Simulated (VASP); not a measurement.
An input for Quantum ESPRESSO's pw.x (written as the equivalent of a VASP run, and not itself run):

```
&CONTROL
  calculation = 'scf'
  pseudo_dir = './pseudo'
  outdir = './out'
  tprnfor = .true.
  tstress = .true.
/
&SYSTEM
  ibrav = 0
  nat = 2
  ntyp = 2
  ecutwfc = 84
  occupations = 'smearing'
  smearing = 'methfessel-paxton'
  degauss = 0.00735
  input_dft = 'pbe'
  vdw_corr = 'grimme-d3'
  dftd3_version = 3
  dftd3_threebody = .false.
/
&ELECTRONS
  conv_thr = 7.3e-09
  electron_maxstep = 100
/
ATOMIC_SPECIES
  Ti 47.867 Ti.upf
  C 12.011 C.upf
CELL_PARAMETERS angstrom
     0.0000000    2.1521302    2.1521302
     2.1521302    0.0000000    2.1521302
     2.1521302    2.1521302    0.0000000
ATOMIC_POSITIONS crystal
  Ti   0.0000000  0.0000000  0.0000000
  C    0.5000000  0.5000000  0.5000000
K_POINTS automatic
  15 15 15 0 0 0
```

Translate this input to VASP (INCAR, KPOINTS, POSCAR, choice of POTCAR).

One answer among several that fit: 
INCAR:
```
SYSTEM = TiC
PREC = Accurate
ENCUT = 520
EDIFF = 1E-7
NELM = 100
ALGO = Normal
LREAL = .FALSE.
LASPH = .TRUE.
ISMEAR = 1
SIGMA = 0.1
GGA = PE
IVDW = 11
LMAXMIX = 4
LWAVE = .FALSE.
LCHARG = .FALSE.
ISIF = 2
```

File KPOINTS:
```
Automatic mesh
0
Gamma
15 15 15
0 0 0
```

POSCAR:
```
TiC
1.0
  0.0000000000   2.1521301772   2.1521301772
  2.1521301772   0.0000000000   2.1521301772
  2.1521301772   2.1521301772   0.0000000000
Ti C
1 1
direct
  0.0000000000   0.0000000000   0.0000000000
  0.5000000000   0.5000000000   0.5000000000
```

POTCAR, in this order: Ti_sv C (PBE.64 set). Program: vasp_std.

Limits of the translation: the potentials are each code's own (VASP's PAW set, PseudoDojo norm-conserving files in pw.x), so ENCUT and ecutwfc are chosen apart and not converted; conv_thr bounds pw.x's estimated SCF error, while EDIFF bounds the energy change between steps.

The compound is TiC in the rock salt structure. It was relaxed first.
